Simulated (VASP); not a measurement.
Here is the system:

```xyz
1
Lattice="0.0000 1.9123 1.9123 1.9123 0.0000 1.9123 1.9123 1.9123 0.0000" Properties=species:S:1:pos:R:3 pbc="T T T"
Pt     0.0000     0.0000     0.0000
```

These are LDA (Ceperley-Alder, Perdew-Zunger), VASP's LDA PAW potentials (set 64) (plane waves; VASP) values and carry that method's errors. Settings: 500 eV cut-off, 16×16×16 Γ-centred mesh, first-order Methfessel-Paxton smearing of 0.10 eV, potentials Pt.

Unless said otherwise, spin-orbit coupling is left out, though it shifts the bands of the heavy elements here.

Predict the energy per atom (σ→0), pressure, band gap (on the k-mesh) with the smallest direct gap where there is one.

```json
{
  "band gap (on the k-mesh)": "none (metal, semimetal or under 0.01 eV)",
  "energy per atom (σ→0)": "-719.4 kJ/mol of atoms",
  "pressure": "19.92 GPa"
}
```

Only differences to runs with the same potentials and settings are physical.

The compound is Pt in the fcc structure. It was relaxed first under an external pressure of 20 GPa.
